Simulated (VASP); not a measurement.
Runs of VASP 6.6.1 on O3W. The cell holds a molecule in a box, 4 atoms: a = 11.000 Å, b = 12.000 Å, c = 12.000 Å, α = 90.00°, β = 90.00°, γ = 90.00°. 

```csv
task,level,potentials or basis,cell,cutoff (eV),grid for exact exchange (PRECFOCK),screening parameter,gap on the mesh (eV),largest force (eV/Å)
atomic charges,PBE+TS,"VASP PAW PBE potentials, release 64 (O, W_sv)",as given,520,-,-,1.73,2.21
electron localisation function,PBE,"VASP PAW PBE potentials, release 64 (O, W_sv)",as given,520,-,-,1.73,2.21
single point,BLYP+D4,"VASP PAW PBE potentials, release 64 (O, W_sv)",as given,520,-,-,1.61,2.99
single point,PBE,"VASP PAW PBE potentials, release 64 (O, W_sv)",as given,520,-,-,1.73,2.21
single point,BEEF-vdW,"VASP PAW PBE potentials, release 64 (O, W_sv)",as given,520,-,-,1.63,2.13
single point,PBE+D3(BJ),"VASP PAW PBE potentials, release 64 (O, W_sv)",as given,520,-,-,1.73,2.21
relaxation of the atoms,PBE+D4,"VASP PAW PBE potentials, release 64 (O, W_sv)",atoms relaxed,520,-,-,(a),-
single point,HSE06+D3(BJ),"VASP PAW PBE potentials, release 64 (O_h, W_sv)",as given,900,Fast,0.2 1/A,(b),0.08
```

Alike in all rows: no spin polarisation; k mesh 1 × 1 × 1; smearing gaussian 0.01 eV.

Q: Fill in the values left out.

A: (a) 1.68; (b) 3.25.

Caveats: spin-orbit coupling is left out, which moves the levels of the heavy elements; the PAW data sets were made with another functional, which shifts forces and pressure a little (some runs).

A k mesh can miss the band edges, and the runs leave out spin-orbit coupling on W.

Not every run made on this cell is shown here.
